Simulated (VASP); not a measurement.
```
CELL_PARAMETERS angstrom
     -1.55565     1.55565     1.55565
      1.55565    -1.55565     1.55565
      1.55565     1.55565    -1.55565
ATOMIC_POSITIONS crystal
  Pt 0.00000 0.00000 0.00000
```

Calculation: r2SCAN meta-GGA, VASP's PBE PAW potentials (set 64) (plane waves; VASP 6.6.1). Numerical set-up: 400 eV cut-off, 15×15×15 Γ-centred mesh, first-order Methfessel-Paxton smearing of 0.10 eV, potentials Pt.

Energy and stress use the plane-wave basis of the starting cell.

### Question
The ions, cell shape and volume are relaxed. What does this cell relax into?

### Answer

```
CELL_PARAMETERS angstrom
     -1.57056     1.57056     1.57056
      1.57056    -1.57056     1.57056
      1.57056     1.57056    -1.57056
ATOMIC_POSITIONS crystal
  Pt 0.00000 0.00000 0.00000
```
Space group Im-3m (229), at a tolerance of 0.03 Å.

### Question
How do energy and volume change from the first to the last step?

### Answer
The energy (σ→0) changes by -10.7 meV/atom and the volume by +2.9 %, in 4 ionic steps.

The structure was generated: Pt was put into the bcc type (Im-3m), which need not be its known phase. This run relaxes it. Symmetry was kept, so distortions that lower it aren't found.
